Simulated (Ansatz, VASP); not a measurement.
## OsO3 in VASP and in Ansatz

```
Os O
1.0
    -2.07971    2.07971    2.07971
     2.07971   -2.07971    2.07971
     2.07971    2.07971   -2.07971
Os O
1 3
Direct
  0.00000 0.00000 0.00000
  0.00000 0.50000 0.50000
  0.50000 0.00000 0.50000
  0.50000 0.50000 0.00000
```

Alike in both runs: functional PBE; k mesh 6 × 6 × 6; occupations gaussian, width 0.1 eV; collinear spin.

Ansatz relaxed the structure, and its values are those at the end. VASP's run is a single point on that final structure, the one shown.

```csv
,VASP,Ansatz
version,VASP 6.6.1,Ansatz 0.2.0
potentials or method,"VASP PAW PBE potentials, release 64 (Os, O)","scalar-relativistic, plane waves, PAW"
plane-wave cutoff (eV),520,420
valence electrons in the cell,26,34
```

```tsv
	VASP	Ansatz	Ansatz less VASP
gap on the k mesh at the Fermi level (eV)	none	none	-
pressure (GPa)	1.5	0.0	-1.52
net moment per atom (μB)	0.00	0.00	0.000
```

A gap of «none» marks a metal or a gap that the smearing closes. With one functional, cell and mesh, what is left measures potentials, basis and numerics. The two sets of potentials don't hold the same shells in valence. Ansatz warned: «seeded_moment_not_kept».

Spin-orbit coupling is left out, which matters for the levels of Os.
